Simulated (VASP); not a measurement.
Data:

```
CELL_PARAMETERS angstrom
      0.00000     2.26055     2.26055
      2.26055     0.00000     2.26055
      2.26055     2.26055     0.00000
ATOMIC_POSITIONS crystal
  B  0.00000 0.00000 0.00000
  P  0.25000 0.25000 0.25000
```

Calculation: PBEsol GGA, VASP's PBE PAW potentials (set 64) (plane waves; VASP 6.6.1). Run with 620 eV cut-off, 10×10×10 Γ-centred mesh, Gaussian smearing of 0.050 eV, potentials B P.

Problem. What does the run give for the energy per atom (σ→0)?

Solution. 
```json
{
 "energy per atom (σ→0)": "-6.838 eV/atom"
}
```

Only differences to runs with the same potentials and settings are physical.

The compound is BP in the zinc blende structure. It was relaxed first.
